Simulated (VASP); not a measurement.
# YPt under strain

Aim: follow the pressure of YPt through compression, expansion and shear. All runs use PBEsol. Left out of this account: at least 1 further run (self-consistent run: a reference on another mesh). The start is a computed cell from the Materials Project.

Calculated with VASP 6.6.1; PBEsol; plane waves and PAW (Y_sv, Pt).

### Step 1. Set-up

It takes space group Pnma (No. 62, orthorhombic). Conventional cell: a = 7.046 Å, b = 4.514 Å, c = 5.552 Å, α = 90.00°, β = 90.00°, γ = 90.00°. Nearest to Y lie 7 Pt at 2.87 to 3.02 Å. Nearest to Pt lie 7 Y at 2.87 to 3.02 Å and 2 Pt at 2.89 Å. Farther neighbours are not listed.

### Step 2. Bands, cell as listed

The mesh alone shows little of the dispersion and can miss band extrema, so KPOINTS_OPT adds a path through the symmetry points after the self-consistent cycle. PBEsol restores the gradient expansion of exchange and is tuned for the cells of solids.

File INCAR:

```
SYSTEM = YPt
PREC = Accurate
ENCUT = 400
EDIFF = 1E-06
NELM = 100
ISMEAR = -1
SIGMA = 0.05
LREAL = .FALSE.
ALGO = Normal
GGA = PS
NBANDS = 64
LASPH = .TRUE.
LORBIT = 11
LWAVE = .FALSE.
LCHARG = .FALSE.
KPAR = 8
```

File POSCAR:

```
YPt
1.0
    7.0462340500      0.0000000000      0.0000000000
    0.0000000000      4.5136933400      0.0000000000
    0.0000000000      0.0000000000      5.5521317500
Y Pt
4 4
Direct
    0.1819799900      0.2500000000      0.6396335300
    0.8180200100      0.7500000000      0.3603664700
    0.3180200100      0.7500000000      0.1396335300
    0.6819799900      0.2500000000      0.8603664700
    0.0428388100      0.2500000000      0.1528810400
    0.9571611900      0.7500000000      0.8471189600
    0.4571611900      0.7500000000      0.6528810400
    0.5428388100      0.2500000000      0.3471189600
```

File KPOINTS:

```
Automatic mesh
0
Gamma
5 7 6
0 0 0
```

File KPOINTS_OPT:

```
Line mode
12
Line-mode
Reciprocal
  0.00000000   0.00000000   0.00000000 GAMMA
  0.00000000   0.50000000   0.00000000 X

  0.00000000   0.50000000   0.00000000 X
  0.00000000   0.50000000   0.50000000 S

  0.00000000   0.50000000   0.50000000 S
  0.00000000   0.00000000   0.50000000 Y

  0.00000000   0.00000000   0.50000000 Y
  0.00000000   0.00000000   0.00000000 GAMMA

  0.00000000   0.00000000   0.00000000 GAMMA
  0.50000000   0.00000000   0.00000000 Z

  0.50000000   0.00000000   0.00000000 Z
  0.50000000   0.50000000   0.00000000 U

  0.50000000   0.50000000   0.00000000 U
  0.50000000   0.50000000   0.50000000 R

  0.50000000   0.50000000   0.50000000 R
  0.50000000   0.00000000   0.50000000 T

  0.50000000   0.00000000   0.50000000 T
  0.50000000   0.00000000   0.00000000 Z

  0.00000000   0.00000000   0.50000000 Y
  0.50000000   0.00000000   0.50000000 T

  0.50000000   0.50000000   0.00000000 U
  0.00000000   0.50000000   0.00000000 X

  0.00000000   0.50000000   0.50000000 S
  0.50000000   0.50000000   0.50000000 R
```

PAW data sets: Y_sv and Pt (PBE family, release 64).

The run is started by

```bash
$ mpirun -np 8 vasp_std
```

Output:

```text
[banner, memory and clock lines left out]
running    8 mpi-ranks, on    1 nodes
 distrk:  each k-point on    1 cores,    8 groups
 distr:  one band on    1 cores,    1 groups

 POSCAR found type information on POSCAR Y Pt
 POSCAR found :  2 types and       8 ions
|                                                                             |
|           W    W    AA    RRRRR   N    N  II  N    N   GGGG   !!!           |
|           W    W   A  A   R    R  NN   N  II  NN   N  G    G  !!!           |
|           W    W  A    A  R    R  N N  N  II  N N  N  G       !!!           |
|           W WW W  AAAAAA  RRRRR   N  N N  II  N  N N  G  GGG   !            |
|           WW  WW  A    A  R   R   N   NN  II  N   NN  G    G                |
|           W    W  A    A  R    R  N    N  II  N    N   GGGG   !!!           |
|                                                                             |
|     For optimal performance we recommend to set                             |
|       NCORE = 2 up to number-of-cores-per-socket                            |
|     NCORE specifies how many cores store one orbital (NPAR=cpu/NCORE).      |
|     This setting can greatly improve the performance of VASP for DFT.       |
|     The default, NCORE=1 might be grossly inefficient on modern             |
|     multi-core architectures or massively parallel machines. Do your        |
|     Unfortunately you need to use the default for GW and RPA                |
|     calculations (for HF NCORE is supported but not extensively tested      |
|     yet).                                                                   |
|                                                                             |

|                                                                             |
|               ----> ADVICE to this user running VASP <----                  |
|                                                                             |
|     You enforced a specific xc type in the INCAR file but a different       |
|     [... a line on the potential file left out ...]
|     I HOPE YOU KNOW WHAT YOU ARE DOING!                                     |
|                                                                             |

 LDA part: xc-table for (Slater+PW92), standard interpolation
 POSCAR, INCAR and KPOINTS ok, starting setup
 FFT: planning ... GRIDC
 FFT: planning ... GRID_SOFT
 FFT: planning ... GRID
 WAVECAR not read
 entering main loop
       N       E                     dE             d eps       ncg     rms          rms(c)
DAV:   1     0.448160616219E+03    0.44816E+03   -0.34533E+04  6144   0.105E+03
DAV:   2    -0.324625711494E+02   -0.48062E+03   -0.44953E+03  6832   0.291E+02
DAV:   3    -0.645943633446E+02   -0.32132E+02   -0.31497E+02  8824   0.554E+01
DAV:   4    -0.673037548656E+02   -0.27094E+01   -0.26944E+01  8976   0.130E+01
DAV:   5    -0.673837848880E+02   -0.80030E-01   -0.80016E-01  8048   0.233E+00    0.658E+01
DAV:   6    -0.655022314026E+02    0.18816E+01   -0.24152E+00  7008   0.621E+00    0.393E+01
DAV:   7    -0.650617207119E+02    0.44051E+00   -0.27444E+00  7488   0.566E+00    0.851E+00
DAV:   8    -0.650024617927E+02    0.59259E-01   -0.77534E-01  6968   0.310E+00    0.294E+00
DAV:   9    -0.649612706486E+02    0.41191E-01   -0.22137E-01  6864   0.183E+00    0.157E+00
DAV:  10    -0.649607795018E+02    0.49115E-03   -0.76901E-03  7784   0.254E-01    0.306E-01
DAV:  11    -0.649607590011E+02    0.20501E-04   -0.14079E-03  6976   0.163E-01    0.312E-01
DAV:  12    -0.649607402085E+02    0.18793E-04   -0.11244E-04  7640   0.386E-02    0.249E-02
DAV:  13    -0.649607378633E+02    0.23452E-05   -0.10060E-05  6944   0.149E-02    0.195E-02
DAV:  14    -0.649607381044E+02   -0.24110E-06   -0.13358E-06  5048   0.510E-03
   1 F= -.64960738E+02 E0= -.64942115E+02  d E =-.372458E-01
 Start KPOINTS_OPT (optional k-point list driver)
k-point batch [1-48\144]
       N       E                     dE             ncg
DAV:   1    -0.650341508164E+03   -0.61327E+05     6144
DAV:   2    -0.238457129873E+05   -0.23195E+05     6920
DAV:   3    -0.254626960995E+05   -0.16170E+04     8936
DAV:   4    -0.256112643270E+05   -0.14857E+03     8984
DAV:   5    -0.256157004403E+05   -0.44361E+01     8040
DAV:   6    -0.256157616706E+05   -0.61230E-01     8888
DAV:   7    -0.256157627626E+05   -0.10920E-02     7992
DAV:   8    -0.256157627762E+05   -0.13592E-04     6896
DAV:   9    -0.256157627768E+05   -0.60190E-06     4768
[...]
k-point batch [97-144\144]
       N       E                     dE             ncg
DAV:   1    -0.634652787849E+03   -0.77564E+05     6144
DAV:   2    -0.238463892381E+05   -0.23212E+05     6864
DAV:   3    -0.254588516005E+05   -0.16125E+04     8880
DAV:   4    -0.255954129743E+05   -0.13656E+03     8864
DAV:   5    -0.255997446010E+05   -0.43316E+01     8072
DAV:   6    -0.255998053355E+05   -0.60734E-01     8672
DAV:   7    -0.255998063899E+05   -0.10543E-02     7992
DAV:   8    -0.255998064142E+05   -0.24329E-04     6624
DAV:   9    -0.255998064156E+05   -0.14488E-05     4720
DAV:  10    -0.255998064159E+05   -0.24454E-06     4280
```

Wall time 85 s (8 MPI ranks of Intel Xeon 6975P-C (Granite Rapids), shared host); peak memory 5 GiB; 9.5 min of CPU time.

Lines that name or quote the potential files are left out of all logs, and their timing lines are given in words.

Parts of OUTCAR (step 2):

```text
ion  position               nearest neighbor table
   1  0.182  0.250  0.640-   5 2.87   7 2.98   7 2.98   6 2.99   6 2.99   5 3.01   8 3.02   3 3.70
                             3 3.70   3 3.70   3 3.70   4 3.73   4 3.73   2 3.75   2 3.75
   2  0.818  0.750  0.360-   6 2.87   8 2.98   8 2.98   5 2.99   5 2.99   6 3.01   7 3.02   4 3.70
                             4 3.70   4 3.70   4 3.70   3 3.73   3 3.73   1 3.75   1 3.75
   3  0.318  0.750  0.140-   7 2.87   5 2.98   5 2.98   8 2.99   8 2.99   7 3.01   6 3.02   1 3.70
                             1 3.70   1 3.70   1 3.70   2 3.73   2 3.73   4 3.75   4 3.75
   4  0.682  0.250  0.860-   8 2.87   6 2.98   6 2.98   7 2.99   7 2.99   8 3.01   5 3.02   2 3.70
                             2 3.70   2 3.70   2 3.70   1 3.73   1 3.73   3 3.75   3 3.75
   5  0.043  0.250  0.153-   1 2.87   6 2.89   6 2.89   3 2.98   3 2.98   2 2.99   2 2.99   1 3.01
                             4 3.02
   6  0.957  0.750  0.847-   2 2.87   5 2.89   5 2.89   4 2.98   4 2.98   1 2.99   1 2.99   2 3.01
                             3 3.02
   7  0.457  0.750  0.653-   3 2.87   8 2.89   8 2.89   1 2.98   1 2.98   4 2.99   4 2.99   3 3.01
                             2 3.02
   8  0.543  0.250  0.347-   4 2.87   7 2.89   7 2.89   2 2.98   2 2.98   3 2.99   3 2.99   4 3.01
                             1 3.02

  LATTYP: Found a simple orthorhombic cell.
 ALAT       =     4.5136933400
 B/A-ratio  =     1.2300640145
 C/A-ratio  =     1.5610794795

 Subroutine GETGRP returns: Found  8 space group operations
 (whereof  2 operations were pure point group operations)

The static configuration has the point symmetry S_2 .
 The point group associated with its full space group is D_2h.

 Found     48 irreducible k-points:

   k-points           NKPTS =     48   k-points in BZ     NKDIM =     48   number of bands    NBANDS=     64

   dimension x,y,z NGX =    48 NGY =   30 NGZ =   36
   dimension x,y,z NGXF=    96 NGYF=   60 NGZF=   72

   ENCUT  =  400.0 eV  29.40 Ry    5.42 a.u.  11.49  7.36  9.05*2*pi/ulx,y,z

   NELECT =      84.0000    total number of electrons

 k-points in reciprocal lattice and weights: Automatic mesh
   0.00000000  0.00000000  0.00000000       0.005
   0.20000000  0.00000000  0.00000000       0.010
   0.40000000  0.00000000  0.00000000       0.010
   0.00000000  0.14285714  0.00000000       0.010
   0.20000000  0.14285714  0.00000000       0.019
   0.40000000  0.14285714  0.00000000       0.019
   0.00000000  0.28571429  0.00000000       0.010
   0.20000000  0.28571429  0.00000000       0.019
   0.40000000  0.28571429  0.00000000       0.019
[...]
0.20000000  0.42857143  0.50000000       0.019
   0.40000000  0.42857143  0.50000000       0.019

 average (electrostatic) potential at core
       1 -34.2062       2 -34.2062       3 -34.2062       4 -34.2062       5 -67.6299
       6 -67.6299       7 -67.6299       8 -67.6299

 E-fermi :   6.0092

 k-point     1 :       0.0000    0.0000    0.0000
  band No.  band energies     occupation
    ...
     40       4.3208      2.00000
     41       5.3142      2.00000
     42       5.6418      1.99871
     43       5.7325      1.99212
     44       6.0559      0.56432
     45       7.4188      0.00000
     46       7.6678      0.00000
     47       8.0543      0.00000
     48       8.1657      0.00000
     49       8.2419      0.00000
    ...

 k-point     2 :       0.2000    0.0000    0.0000
  band No.  band energies     occupation
    ...
     38       3.9652      2.00000
     39       4.1145      2.00000
     40       4.3130      2.00000
     41       5.4373      1.99998
     42       5.9073      1.76937
     43       6.1128      0.22378
     44       6.1879      0.05453
     45       7.4062      0.00000
     46       7.5615      0.00000
     47       7.7913      0.00000
    ...

 k-point     3 :       0.4000    0.0000    0.0000
  band No.  band energies     occupation
    ...
     37       3.8283      2.00000
     38       3.8640      2.00000
     39       4.2294      2.00000
     40       4.2854      2.00000
     41       6.0303      0.79206
     42       6.2186      0.02988
     43       6.3878      0.00103
     44       6.8876      0.00000
     45       7.0725      0.00000
     46       7.3000      0.00000
    ...

  Total       -3.8426077     -3.8283300     -3.7396500      0.0000000     -0.0000000      0.0000000
  in kB      -34.8648466    -34.7353011    -33.9306882      0.0000000     -0.0000000      0.0000000
  external PRESSURE =     -34.5102786 kB  Pullay stress =       0.0000000 kB

  energy-cutoff  :      400.00
  volume of cell :      176.58
      direct lattice vectors                 reciprocal lattice vectors
     7.046234050  0.000000000  0.000000000     0.141919782  0.000000000  0.000000000
     0.000000000  4.513693340  0.000000000     0.000000000  0.221548059  0.000000000
     0.000000000  0.000000000  5.552131750     0.000000000  0.000000000  0.180111000

 POSITION                                       TOTAL-FORCE (eV/Angst)
 -----------------------------------------------------------------------------------
      1.28227      1.12842      3.55133         0.012682      0.000000      0.018711
      5.76396      3.38527      2.00080        -0.012682     -0.000000     -0.018711
      2.24084      3.38527      0.77526        -0.012682      0.000000      0.018711
      4.80539      1.12842      4.77687         0.012682     -0.000000     -0.018711
      0.30185      1.12842      0.84882        -0.036416      0.000000     -0.075586
      6.74438      3.38527      4.70332         0.036416     -0.000000      0.075586
      3.22126      3.38527      3.62488         0.036416      0.000000     -0.075586
      3.82497      1.12842      1.92725        -0.036416     -0.000000      0.075586
 -----------------------------------------------------------------------------------
    total drift:                                0.000000      0.000000     -0.000000

  FREE ENERGIE OF THE ION-ELECTRON SYSTEM (eV)
  ---------------------------------------------------
  free  energy   TOTEN  =       -64.9607381044 eV

  energy  without entropy=      -64.9234923391  energy(sigma->0) =      -64.94211522

 total charge
# of ion       s       p       d       f       tot
--------------------------------------------------
    1        2.248   6.366   0.960   0.051   9.626
    2        2.248   6.366   0.960   0.051   9.626
    3        2.248   6.366   0.960   0.051   9.626
    4        2.248   6.366   0.960   0.051   9.626
    5        0.821   0.382   8.125   0.000   9.327
    6        0.821   0.382   8.125   0.000   9.327
    7        0.821   0.382   8.125   0.000   9.327
    8        0.821   0.382   8.125   0.000   9.327
--------------------------------------------------
tot         12.275  26.991  36.341   0.205  75.812

[... 3 further parts left out ...]
```

Spin-orbit coupling is off here; it can split and shift levels that hold much weight on Y and Pt by tenths of an eV or more. The PAW data sets were made with PBE, which is usual practice but a small mismatch for other functionals. At this level the cell is under a tension of 3.5 GPa, so at these settings it is away from equilibrium.

Numbers from this step:

```yaml
scf_cycles: 14
electrons: 84
bands: 64
irreducible_k_points: 48
symmetry_operations: 8
free_energy_toten: -64.9607 eV
energy_at_zero_smearing: -64.9421 eV
fermi_energy: 6.009 eV
pressure: -3.451 GPa
metallic_judged_on_the_points_sampled: yes
```

Electronic bands along the path, in eV, zero at the Fermi level; # counts the bands kept in this run, so #1 is VASP's band 17:

| point | #23 | #24 | #25 | #26 | #27 | #28 | #29 | #30 |
| --- | --- | --- | --- | --- | --- | --- | --- | --- |
| Γ | -1.92 | -1.69 | -0.69 | -0.37 | -0.28 | 0.05 | 1.41 | 1.66 |
| 0.55 of the way | -1.71 | -1.43 | -0.75 | -0.08 | -0.01 | 0.66 | 0.73 | 0.81 |
| X | -1.91 | -1.91 | 0.03 | 0.03 | 0.31 | 0.31 | 0.84 | 0.84 |
| 0.55 of the way | -1.79 | -1.79 | -0.72 | -0.72 | 0.21 | 0.21 | 0.96 | 0.96 |
| S | -1.77 | -1.77 | -1.02 | -1.02 | 0.47 | 0.47 | 0.58 | 0.58 |
| 0.55 of the way | -1.44 | -1.44 | -0.66 | -0.66 | -0.01 | -0.01 | 0.93 | 0.93 |
| Y | -1.52 | -1.52 | -0.57 | -0.57 | 0.18 | 0.18 | 1.08 | 1.08 |
| 0.45 of the way | -1.65 | -1.61 | -1.27 | -0.46 | -0.27 | 1.11 | 1.11 | 1.19 |
| Γ | -1.92 | -1.69 | -0.69 | -0.37 | -0.28 | 0.05 | 1.41 | 1.66 |
| 0.45 of the way | -1.87 | -1.70 | -0.50 | -0.05 | 0.12 | 0.29 | 1.40 | 1.53 |
| Z | -1.75 | -1.75 | 0.19 | 0.19 | 0.70 | 0.70 | 1.10 | 1.10 |
| 0.55 of the way | -1.81 | -1.81 | -0.37 | -0.37 | 0.86 | 0.86 | 1.03 | 1.03 |
| U | -2.13 | -2.13 | 0.37 | 0.37 | 0.37 | 0.37 | 1.25 | 1.25 |
| 0.55 of the way | -2.08 | -2.08 | -0.21 | -0.21 | -0.21 | -0.21 | 1.54 | 1.54 |
| R | -2.01 | -2.01 | -0.70 | -0.70 | -0.70 | -0.70 | 1.79 | 1.79 |
| 0.45 of the way | -2.13 | -2.13 | -0.76 | -0.76 | 0.25 | 0.25 | 1.27 | 1.27 |
| T | -2.18 | -2.18 | 0.38 | 0.38 | 0.78 | 0.78 | 1.16 | 1.16 |
| 0.55 of the way | -1.89 | -1.89 | 0.29 | 0.29 | 0.52 | 0.52 | 1.11 | 1.11 |
| Z | -1.75 | -1.75 | 0.19 | 0.19 | 0.70 | 0.70 | 1.10 | 1.10 |
| jump to Y | -1.52 | -1.52 | -0.57 | -0.57 | 0.18 | 0.18 | 1.08 | 1.08 |
| 0.45 of the way | -1.97 | -1.97 | 0.14 | 0.14 | 0.26 | 0.26 | 1.06 | 1.06 |
| T | -2.18 | -2.18 | 0.38 | 0.38 | 0.78 | 0.78 | 1.16 | 1.16 |
| jump to U | -2.13 | -2.13 | 0.37 | 0.37 | 0.37 | 0.37 | 1.25 | 1.25 |
| 0.45 of the way | -2.08 | -2.08 | 0.29 | 0.29 | 0.36 | 0.36 | 0.92 | 0.92 |
| X | -1.91 | -1.91 | 0.03 | 0.03 | 0.31 | 0.31 | 0.84 | 0.84 |
| jump to S | -1.77 | -1.77 | -1.02 | -1.02 | 0.47 | 0.47 | 0.58 | 0.58 |

Of the projections kept (Y, Pt), the largest for each band there, as a share of the weight inside these atoms' spheres; weight between the spheres isn't counted:

| point | #23 | #24 | #25 | #26 | #27 | #28 | #29 | #30 |
| --- | --- | --- | --- | --- | --- | --- | --- | --- |
| Γ | Pt 0.93 | Pt 0.72 | Y 0.51 | Pt 0.51 | Y 0.68 | Y 0.60 | Y 0.61 | Y 0.68 |
| X | Pt 0.84 | Pt 0.84 | Y 0.60 | Y 0.60 | Y 0.59 | Y 0.59 | Y 0.67 | Y 0.67 |
| S | Pt 0.82 | Pt 0.82 | Pt 0.66 | Pt 0.66 | Y 0.63 | Y 0.63 | Y 0.58 | Y 0.58 |
| Y | Pt 0.82 | Pt 0.82 | Pt 0.56 | Pt 0.56 | Y 0.68 | Y 0.68 | Y 0.62 | Y 0.62 |
| Γ | Pt 0.93 | Pt 0.72 | Y 0.51 | Pt 0.51 | Y 0.68 | Y 0.60 | Y 0.61 | Y 0.68 |
| Z | Pt 0.74 | Pt 0.74 | Y 0.51 | Y 0.51 | Y 0.66 | Y 0.66 | Y 0.63 | Y 0.63 |

Force by atom:

| atom | x (eV/Å) | y (eV/Å) | z (eV/Å) | size |
| --- | --- | --- | --- | --- |
| Y1 | 0.0127 | 0.0000 | 0.0187 | 0.0226 |
| Y2 | -0.0127 | 0.0000 | -0.0187 | 0.0226 |
| Y3 | -0.0127 | 0.0000 | 0.0187 | 0.0226 |
| Y4 | 0.0127 | 0.0000 | -0.0187 | 0.0226 |
| Pt5 | -0.0364 | 0.0000 | -0.0756 | 0.0839 |
| Pt6 | 0.0364 | 0.0000 | 0.0756 | 0.0839 |
| Pt7 | 0.0364 | 0.0000 | -0.0756 | 0.0839 |
| Pt8 | -0.0364 | 0.0000 | 0.0756 | 0.0839 |

There is no gap at this level.

(Continued in part 2 of 5.)

[Lines on the potential files, build, host, timing and source positions are cut from VASP's logs without a mark.]

[Logs are printed without paths, hosts, clocks, repeated set-up lines and the standing remarks that a program may print on its own settings, such as how far it seeks lower states.]

[Hosts, paths, dates, database ids (printed as entryN), source tags and the programs' standing remarks are cut or masked in the printed files.]

[A measured line is paired with the nearest computed mode of its activity, which favours agreement.]

[In band tables of VASP the shares of atoms and orbitals are scaled to a sum of 1 inside the atoms' spheres.]
